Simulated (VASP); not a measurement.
Output of a VASP run:

OUTCAR:
```
 ion  position               nearest neighbor table
   1  0.667  0.333  0.500-   4 1.56   4 1.56   4 1.56   3 1.58
   2  0.333  0.667  0.000-   3 1.56   3 1.56   3 1.56   4 1.58
   3  0.667  0.333  0.875-   2 1.56   2 1.56   2 1.56   1 1.58
   4  0.333  0.667  0.375-   1 1.56   1 1.56   1 1.56   2 1.58
  LATTYP: Found a hexagonal cell.
 ALAT       =     2.5432924173
 C/A-ratio  =     1.6537774253
 Subroutine PRICEL returns:
 Original cell was already a primitive cell.
 Subroutine GETGRP returns: Found 12 space group operations
The static configuration has the point symmetry C_3v.
 The point group associated with its full space group is C_6v.
The dynamic configuration has the point symmetry C_3v.
 Subroutine INISYM returns: Found 12 space group operations
 Subroutine IBZKPT returns following result:
 Found     56 irreducible k-points:

 Following reciprocal coordinates:
            Coordinates               Weight
  0.000000  0.000000  0.000000      1.000000
  0.100000 -0.000000  0.000000      6.000000
  0.200000 -0.000000  0.000000      6.000000
  0.300000 -0.000000  0.000000      6.000000
  0.400000  0.000000  0.000000      6.000000
  0.500000 -0.000000  0.000000      3.000000
  0.100000  0.100000  0.000000      6.000000
  0.200000  0.100000  0.000000     12.000000
  0.300000  0.100000  0.000000     12.000000
  0.400000  0.100000  0.000000     12.000000
  0.200000  0.200000  0.000000      6.000000
  0.300000  0.200000  0.000000     12.000000
  0.400000  0.200000  0.000000      6.000000
  0.300000  0.300000  0.000000      6.000000
  0.000000  0.000000  0.166667      2.000000
  0.100000 -0.000000  0.166667     12.000000
  0.200000 -0.000000  0.166667     12.000000
  0.300000 -0.000000  0.166667     12.000000
  0.400000  0.000000  0.166667     12.000000
  0.500000 -0.000000  0.166667      6.000000
  0.100000  0.100000  0.166667     12.000000
  0.200000  0.100000  0.166667     24.000000
  0.300000  0.100000  0.166667     24.000000
  0.400000  0.100000  0.166667     24.000000
  0.200000  0.200000  0.166667     12.000000
  0.300000  0.200000  0.166667     24.000000
  0.400000  0.200000  0.166667     12.000000
  0.300000  0.300000  0.166667     12.000000
  0.000000  0.000000  0.333333      2.000000
  0.100000 -0.000000  0.333333     12.000000
  0.200000 -0.000000  0.333333     12.000000
  0.300000 -0.000000  0.333333     12.000000
  0.400000  0.000000  0.333333     12.000000
  0.500000 -0.000000  0.333333      6.000000
  0.100000  0.100000  0.333333     12.000000
  0.200000  0.100000  0.333333     24.000000
  0.300000  0.100000  0.333333     24.000000
  0.400000  0.100000  0.333333     24.000000
  0.200000  0.200000  0.333333     12.000000
  0.300000  0.200000  0.333333     24.000000
   k-points           NKPTS =     56   k-points in BZ     NKDIM =     56   number of bands    NBANDS=     12
   number of dos      NEDOS =    301   number of ions     NIONS =      4
   total plane-waves  NPLWV =  14400
   dimension x,y,z NGX =    20 NGY =   20 NGZ =   36
   dimension x,y,z NGXF=    40 NGYF=   40 NGZF=   72
   ions per type =               2   2
   PREC   = accura    normal or accurate (medium, high low for compatibility)
   ISTART =      0    job   : 0-new  1-cont  2-samecut
   ICHARG =      2    charge: 1-file 2-atom 10-const
   ISPIN  =      1    spin polarized calculation?
   LNONCOLLINEAR =      F non collinear calculations
   LSORBIT =      F    spin-orbit coupling
   INIWAV =      1    electr: 0-lowe 1-rand  2-diag
   ENCUT  =  600.0 eV  44.10 Ry    6.64 a.u.   5.08  5.08  8.40*2*pi/ulx,y,z
   NELM   =    100;   NELMIN=  2; NELMDL= -5     # of ELM steps
   EDIFF  = 0.1E-06   stopping-criterion for ELM
   LREAL  =      F    real-space projection
   NLSPLINE    = F    spline interpolate recip. space projectors
   LMAXMIX     =    2 max onsite mixed and CHGCAR
   VOSKOWN=      0    Vosko Wilk Nusair interpolation
...
```

File OSZICAR:
```
       N       E                     dE             d eps       ncg     rms          rms(c)
DAV:   1     0.579428095989E+02    0.57943E+02   -0.94783E+03  1344   0.145E+03
DAV:   2    -0.340547274353E+02   -0.91998E+02   -0.85854E+02  1840   0.312E+02
DAV:   3    -0.367725206749E+02   -0.27178E+01   -0.27081E+01  1788   0.534E+01
DAV:   4    -0.367884896882E+02   -0.15969E-01   -0.15959E-01  1692   0.417E+00
DAV:   5    -0.367886737718E+02   -0.18408E-03   -0.18402E-03  1760   0.430E-01    0.949E+00
DAV:   6    -0.350074792280E+02    0.17812E+01   -0.47740E+00  1684   0.192E+01    0.454E+00
DAV:   7    -0.348646566870E+02    0.14282E+00   -0.23572E-01  1604   0.526E+00    0.271E+00
DAV:   8    -0.348348603661E+02    0.29796E-01   -0.74554E-02  1488   0.259E+00    0.234E-01
DAV:   9    -0.348338303123E+02    0.10301E-02   -0.25072E-03  1724   0.588E-01    0.126E-01
DAV:  10    -0.348340866399E+02   -0.25633E-03   -0.39022E-04  1592   0.200E-01    0.272E-02
DAV:  11    -0.348340910213E+02   -0.43813E-05   -0.68810E-05  1724   0.753E-02    0.139E-02
DAV:  12    -0.348340919505E+02   -0.92927E-06   -0.87391E-06  1696   0.294E-02    0.236E-03
DAV:  13    -0.348340920983E+02   -0.14774E-06   -0.15399E-07  1240   0.493E-03    0.508E-04
DAV:  14    -0.348340921018E+02   -0.35157E-08   -0.13336E-08  1008   0.143E-03
   1 F= -.34098807E+02 E0= -.34098807E+02  d E =-.340988E+02
```

OUTCAR:
```
------------------------ aborting loop because EDIFF is reached ----------------------------------------
  FORCE on cell =-STRESS in cart. coord.  units (eV):
  Direction    XX          YY          ZZ          XY          YZ          ZX
  --------------------------------------------------------------------------------------
  Total        0.7366537      0.7366538      0.7404964      0.0000000     -0.0000000      0.0000000
  in kB       50.0930389     50.0930490     50.3543486      0.0000000     -0.0000000      0.0000000
  external PRESSURE =       0.1801455 kB  Pullay stress =      50.0000000 kB
  volume of cell :       23.56
      direct lattice vectors                 reciprocal lattice vectors
     1.271646112 -2.202555898  0.000000000     0.393191152 -0.227008995  0.000000000
     1.271646112  2.202555898  0.000000000     0.393191152  0.227008995  0.000000000
     0.000000000  0.000000000  4.206039586     0.000000000  0.000000000  0.237753350
  FREE ENERGIE OF THE ION-ELECTRON SYSTEM (eV)
  ---------------------------------------------------
  free  energy   TOTEN  =       -34.8340921018 eV

  energy  without entropy=      -34.8340921018  energy(sigma->0) =      -34.83409210
  enthalpy is  TOTEN    =       -34.0988066378 eV   P V=        0.7352854640

 reached required accuracy - stopping structural energy minimisation
```
(Selected blocks of OUTCAR.)

**POSCAR**
```
BN
1
    1.2716461124    -2.2025558982    -0.0000000000
    1.2716461124     2.2025558982    -0.0000000000
    0.0000000000     0.0000000000     4.2060395857
B N
2 2
Direct
  0.6666670000   0.3333330000   0.5002505897
  0.3333330000   0.6666670000   0.0002505897
  0.6666670000   0.3333330000   0.8747494103
  0.3333330000   0.6666670000   0.3747494103
```

Question: Reconstruct the remaining input files.

Answer: Several could match; the one computed here: the input of the run itself, PBE GGA, plane waves, VASP's PBE PAW potentials (set 64).

### INCAR
```
# general
SYSTEM =BN
PREC   =Accurate
ENCUT  =600
LREAL  =.FALSE.
LASPH  =.TRUE.

# electronic loop
EDIFF  =1E-7
NELM   =100
ALGO   =Normal

# smearing
ISMEAR =0
SIGMA  =0.05

# functional
GGA    =PE

# ions
IBRION =2
NSW    =40
ISIF   =3
EDIFFG =-0.01
PSTRESS=50

# output
LWAVE  =.FALSE.
LCHARG =.FALSE.
```

KPOINTS:
```
K-points
0
Gamma
  10 10 6
0 0 0
```

POTCAR, in this order: B N (PBE.64 set). Program: vasp_std.

The compound is BN in the wurtzite structure, a metastable high-pressure form. It was relaxed first under an external pressure of 5 GPa.
